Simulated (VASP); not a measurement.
Here is the system:

```yaml
crystal:
  lattice:
    - [0.00000, 3.14330, 3.14330]
    - [3.14330, 0.00000, 3.14330]
    - [3.14330, 3.14330, 0.00000]
  atoms:
    - { symbol: Ba, position: [0.00000, 0.00000, 0.00000] }
    - { symbol: F, position: [0.25000, 0.25000, 0.25000] }
    - { symbol: F, position: [0.75000, 0.75000, 0.75000] }
```

Computed with vdW-DF2, VASP's PBE PAW potentials (set 64) (plane waves; VASP). Settings: 520 eV cut-off, 6×6×6 Γ-centred mesh, Gaussian smearing of 0.050 eV, potentials Ba_sv F.

Problem. Give the stress tensor in GPa (positive for a compressed cell).

Solution. 
```
1.77  0.00  0.00
0.00  1.77  0.00
0.00  0.00  1.77
```
The pressure is its mean diagonal, 1.77 GPa.

The compound is BaF2 in the fluorite structure. This cell is one point of a volume scan, at 0.97 of the reference volume.
